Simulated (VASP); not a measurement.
These are PBE GGA with D3 dispersion (Becke-Johnson damping), VASP's PBE PAW potentials (set 64) (plane waves; VASP 6.6.1) values and carry that method's errors.

The input files of a VASP run:

KPOINTS:
```
Automatic mesh
0
Gamma
13 13 13
0 0 0
```

### INCAR
```
SYSTEM = LiF
PREC = Accurate
ENCUT = 520
EDIFF = 1E-7
NELM = 100
ALGO = Normal
LREAL = .FALSE.
LASPH = .TRUE.
ISMEAR = -5
GGA = PE
IVDW = 12
LWAVE = .FALSE.
LCHARG = .TRUE.
LORBIT = 11
NEDOS = 601
ISIF = 2
```

### POSCAR
```
LiF
1.9968970
  0.0000000000   1.0000001472   1.0000001472
  1.0000001472   0.0000000000   1.0000001472
  1.0000001472   1.0000001472   0.0000000000
Li F
1 1
Cart
  0.0000000000   0.0000000000   0.0000000000
  1.0000001472   1.0000001472   1.0000001472
```

POTCAR, in this order: Li_sv F (PBE.64 set). Program: vasp_std.

Output

OSZICAR:
```
       N       E                     dE             d eps       ncg     rms          rms(c)
DAV:   1     0.294323394473E+02    0.29432E+02   -0.58703E+03  1616   0.113E+03
DAV:   2    -0.923324579754E+01   -0.38666E+02   -0.38306E+02  1660   0.208E+02
DAV:   3    -0.101333538217E+02   -0.90011E+00   -0.89850E+00  1999   0.297E+01
DAV:   4    -0.101398425605E+02   -0.64887E-02   -0.64877E-02  2033   0.260E+00
DAV:   5    -0.101398887014E+02   -0.46141E-04   -0.46140E-04  1958   0.136E-01    0.454E+00
DAV:   6    -0.961823750401E+01    0.52165E+00   -0.27631E+00  1540   0.131E+01    0.138E+00
DAV:   7    -0.962249737595E+01   -0.42599E-02   -0.20627E-02  2061   0.158E+00    0.850E-01
DAV:   8    -0.962920811144E+01   -0.67107E-02   -0.15748E-02  2080   0.164E+00    0.972E-02
DAV:   9    -0.962929852967E+01   -0.90418E-04   -0.82222E-04  1650   0.314E-01    0.408E-02
DAV:  10    -0.962935902177E+01   -0.60492E-04   -0.13647E-04  1701   0.112E-01    0.655E-03
DAV:  11    -0.962936141878E+01   -0.23970E-05   -0.23937E-06  2118   0.207E-02    0.196E-03
DAV:  12    -0.962936153854E+01   -0.11976E-06   -0.51761E-07  1673   0.858E-03    0.878E-04
DAV:  13    -0.962936155818E+01   -0.19641E-07   -0.37443E-08  1049   0.206E-03
   1 F= -.99956635E+01 E0= -.99956635E+01  d E =0.000000E+00
```

### OUTCAR
```
------------------------ aborting loop because EDIFF is reached ----------------------------------------
 Edisp (eV)   -0.36630
  FORCE on cell =-STRESS in cart. coord.  units (eV):
  Direction    XX          YY          ZZ          XY          YZ          ZX
  --------------------------------------------------------------------------------------
  Total      -0.00819    -0.00819    -0.00819     0.00000     0.00000     0.00000
  in kB      -0.82363    -0.82363    -0.82363     0.00000     0.00000     0.00000
  external pressure =       -0.82 kB  Pullay stress =        0.00 kB
  volume of cell :       15.93
      direct lattice vectors                 reciprocal lattice vectors
     0.000000000  1.996897294  1.996897294    -0.250388441  0.250388441  0.250388441
     1.996897294  0.000000000  1.996897294     0.250388441 -0.250388441  0.250388441
     1.996897294  1.996897294  0.000000000     0.250388441  0.250388441 -0.250388441
  FREE ENERGIE OF THE ION-ELECTRON SYSTEM (eV)
  ---------------------------------------------------
  free  energy   TOTEN  =        -9.9956634717 eV

  energy  without entropy=       -9.9956634717  energy(sigma->0) =       -9.99566347

 total charge

# of ion       s       p       d       tot
------------------------------------------
    1        2.018   0.051   0.000   2.069
    2        1.730   4.416   0.000   6.146
--------------------------------------------------
tot          3.748   4.467   0.000   8.214
```
(Selected blocks of OUTCAR.)

The compound is LiF in the rock salt structure. It was relaxed first.
